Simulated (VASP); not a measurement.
Given:

```
CELL_PARAMETERS angstrom
      2.22280    -3.82455     0.00000
      2.22280     3.82455     0.00000
      0.00000     0.00000     4.55611
ATOMIC_POSITIONS crystal
  Ga 0.15545 0.84455 0.91806
  Ga 0.34455 0.65545 0.41806
  Ga 0.65545 0.34455 0.58194
  Ga 0.84455 0.15545 0.08194
```

The numbers are results of PBE GGA with D3 dispersion (Becke-Johnson damping), VASP's PBE PAW potentials (set 64) (plane waves; VASP), not measurements. Settings: 520 eV cut-off, Gaussian smearing of 0.050 eV, potentials Ga_d.

Problem. What does the run give for the band gap (along the path) with the smallest direct gap where there is one?

Solution. 
```
Item                                                          Value
-------------------------  ----------------------------------------
band gap (along the path)  none (metal, semimetal or under 0.01 eV)
```

Total energies compare only between runs with the same potentials, cut-off and functional.

The compound is Ga in the alpha structure. It was relaxed first.
